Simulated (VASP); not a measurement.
All values below come from PBEsol GGA, VASP's PBE PAW potentials (set 64) (plane waves; VASP).

Input for VASP

**POSCAR**
```
Li2O
3.2089910
  0.0000000000   0.7071067308   0.7071067308
  0.7071067308   0.0000000000   0.7071067308
  0.7071067308   0.7071067308   0.0000000000
Li O
2 1
direct
  0.2500000000   0.2500000000   0.2500000000
  0.7500000000   0.7500000000   0.7500000000
  0.0000000000   0.0000000000   0.0000000000
```

KPOINTS:
```
Automatic mesh
0
Gamma
10 10 10
0 0 0
```

### INCAR
```
SYSTEM = Li2O
PREC = Accurate; ENCUT = 520; LREAL = .FALSE.
LASPH = .TRUE.
EDIFF = 1E-7; NELM = 100; ALGO = Normal
ISMEAR = 0; SIGMA = 0.05
GGA = PS
ISIF = 2
LWAVE = .FALSE.; LCHARG = .FALSE.
```

POTCAR, in this order: Li_sv O (PBE.64 set). Program: vasp_std.

Problem. Predict the energy per atom (σ→0), pressure, band gap (on the k-mesh).

Solution. 
| Quantity | Value |
|---|---|
| energy per atom (σ→0) | -4.913 eV/atom |
| band gap (on the k-mesh) | 4.91 eV |
| pressure | 2.78 GPa |

### OSZICAR
```
...
DAV:   7    -0.147483374303E+02    0.34402E-01   -0.19956E-01  1058   0.400E+00    0.145E+00
DAV:   8    -0.147385232714E+02    0.98142E-02   -0.57507E-02   976   0.295E+00    0.318E-01
DAV:   9    -0.147377440047E+02    0.77927E-03   -0.71851E-03  1290   0.792E-01    0.106E-01
DAV:  10    -0.147380377181E+02   -0.29371E-03   -0.62998E-04  1028   0.258E-01    0.589E-02
DAV:  11    -0.147380038456E+02    0.33873E-04   -0.69215E-05  1150   0.110E-01    0.105E-02
DAV:  12    -0.147380023653E+02    0.14803E-05   -0.42771E-06  1328   0.234E-02    0.200E-03
DAV:  13    -0.147380022766E+02    0.88706E-07   -0.67562E-07  1108   0.890E-03
   1 F= -.14738002E+02 E0= -.14738002E+02  d E =-.146284E-21
```

The compound is Li2O in the antifluorite structure. This cell is one point of a volume scan, at 0.97 of the reference volume.
